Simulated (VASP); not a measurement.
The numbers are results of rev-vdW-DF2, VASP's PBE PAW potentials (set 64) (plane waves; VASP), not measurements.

A VASP calculation is set up with these files.

### POSCAR
```
Re
1
    1.3961569365    -2.4182146331     0.0000000000
    1.3961569365     2.4182146331     0.0000000000
    0.0000000000     0.0000000000     4.5178995416
Re
2
Direct
  0.3333330000   0.6666670000   0.2500000000
  0.6666670000   0.3333330000   0.7500000000
```

**INCAR**
```
AGGAC = 0.0
ALGO = Normal
EDIFF = 1E-7
EDIFFG = -0.01
ENCUT = 520
GGA = MK
IBRION = 2
ISIF = 4
ISMEAR = 1
LASPH = .TRUE.
LCHARG = .FALSE.
LMAXMIX = 6
LREAL = .FALSE.
LUSE_VDW = .TRUE.
LWAVE = .FALSE.
NELM = 100
NSW = 30
PARAM1 = 0.1234568
PARAM2 = 0.7114
PREC = Accurate
SIGMA = 0.1
SYSTEM = Re
ZAB_VDW = -1.8867
```

KPOINTS:
```
Automatic mesh
0
Gamma
15 15 8
0 0 0
```

POTCAR, in this order: Re (PBE.64 set). Program: vasp_std.

Output

**OSZICAR**
```
       N       E                     dE             d eps       ncg     rms          rms(c)
DAV:   1     0.310605882604E+02    0.31061E+02   -0.68620E+03  5371   0.154E+03
DAV:   2    -0.154717171563E+02   -0.46532E+02   -0.39744E+02  4697   0.314E+02
DAV:   3    -0.218545257503E+02   -0.63828E+01   -0.51456E+01  5056   0.245E+02
DAV:   4    -0.222519035299E+02   -0.39738E+00   -0.34995E+00  5448   0.285E+01
DAV:   5    -0.222688897620E+02   -0.16986E-01   -0.16187E-01  5289   0.342E+00    0.420E+01
DAV:   6    -0.211718914050E+02    0.10970E+01   -0.12099E+00  5584   0.346E+01    0.163E+01
DAV:   7    -0.208380811127E+02    0.33381E+00   -0.72633E-01  5744   0.257E+01    0.620E-01
DAV:   8    -0.208245246837E+02    0.13556E-01   -0.13294E-02  5892   0.180E+00    0.344E-01
DAV:   9    -0.208239246320E+02    0.60005E-03   -0.44767E-04  5429   0.181E-01    0.368E-02
DAV:  10    -0.208239436986E+02   -0.19067E-04   -0.45324E-05  5081   0.740E-02    0.985E-03
DAV:  11    -0.208239426365E+02    0.10621E-05   -0.73045E-07  4375   0.204E-02    0.229E-03
DAV:  12    -0.208239420044E+02    0.63207E-06   -0.62504E-08  2796   0.574E-03    0.604E-04
DAV:  13    -0.208239420030E+02    0.14228E-08   -0.23738E-08  2706   0.708E-03
   1 F= -.20823942E+02 E0= -.20824265E+02  d E =-.208239E+02
       N       E                     dE             d eps       ncg     rms          rms(c)
DAV:   1    -0.208240402991E+02   -0.98295E-04   -0.92206E-03  4597   0.352E+00    0.516E-02
DAV:   2    -0.208239649309E+02    0.75368E-04   -0.10909E-04  5600   0.137E-01    0.255E-02
DAV:   3    -0.208239421701E+02    0.22761E-04   -0.51174E-05  5776   0.984E-02    0.416E-03
DAV:   4    -0.208239421674E+02    0.27420E-08   -0.15134E-06  4832   0.145E-02    0.170E-03
DAV:   5    -0.208239421184E+02    0.48999E-07   -0.99237E-09  2446   0.517E-03
   2 F= -.20823942E+02 E0= -.20824276E+02  d E =-.115355E-06
       N       E                     dE             d eps       ncg     rms          rms(c)
DAV:   1    -0.208239851336E+02   -0.42966E-04   -0.23265E-03  4553   0.177E+00    0.260E-02
DAV:   2    -0.208239660081E+02    0.19126E-04   -0.27469E-05  5522   0.692E-02    0.128E-02
DAV:   3    -0.208239603403E+02    0.56678E-05   -0.12755E-05  5722   0.492E-02    0.211E-03
DAV:   4    -0.208239603514E+02   -0.11099E-07   -0.27057E-07  3436   0.720E-03
   3 F= -.20823960E+02 E0= -.20824289E+02  d E =-.183484E-04
```

OUTCAR:
```
------------------------ aborting loop because EDIFF is reached ----------------------------------------
  FORCE on cell =-STRESS in cart. coord.  units (eV):
  Direction    XX          YY          ZZ          XY          YZ          ZX
  --------------------------------------------------------------------------------------
  Total       -2.0234083     -2.0234081     -2.0230653     -0.0000000     -0.0000000      0.0000000
  in kB     -106.2670085   -106.2669988   -106.2489972     -0.0000000     -0.0000000      0.0000000
  external PRESSURE =    -106.2610015 kB  Pullay stress =       0.0000000 kB
  volume of cell :       30.51
      direct lattice vectors                 reciprocal lattice vectors
     1.395781282 -2.417563986  0.000000000     0.358222314 -0.206819759  0.000000000
     1.395781282  2.417563986 -0.000000000     0.358222314  0.206819759 -0.000000000
     0.000000000  0.000000000  4.520331716     0.000000000  0.000000000  0.221222703
 POSITION                                       TOTAL-FORCE (eV/Angst)
 -----------------------------------------------------------------------------------
      1.39578      0.80586      1.13008         0.000000      0.000000      0.000000
      1.39578     -0.80586      3.39025        -0.000000     -0.000000      0.000000
 -----------------------------------------------------------------------------------
    total drift:                               -0.000000      0.000012     -0.000016
  FREE ENERGIE OF THE ION-ELECTRON SYSTEM (eV)
  ---------------------------------------------------
  free  energy   TOTEN  =       -20.8239603514 eV

  energy  without entropy=      -20.8249471185  energy(sigma->0) =      -20.82428927

 reached required accuracy - stopping structural energy minimisation
```
(Selected blocks of OUTCAR.)

**CONTCAR**
```
Re
   1.00000000000000
     1.3957812816533894   -2.4175639855655002    0.0000000000000000
     1.3957812816533894    2.4175639855655002   -0.0000000000000000
     0.0000000000000000    0.0000000000000000    4.5203317160521346
  Re
     2
Direct
     0.3333330000000032    0.6666669999999968    0.2500000000000000
     0.6666669999999968    0.3333330000000032    0.7500000000000000
```

The compound is Re in the hcp structure. This cell is one point of a volume scan, at 1.03 of the reference volume. Symmetry was kept, so distortions that lower it aren't found.
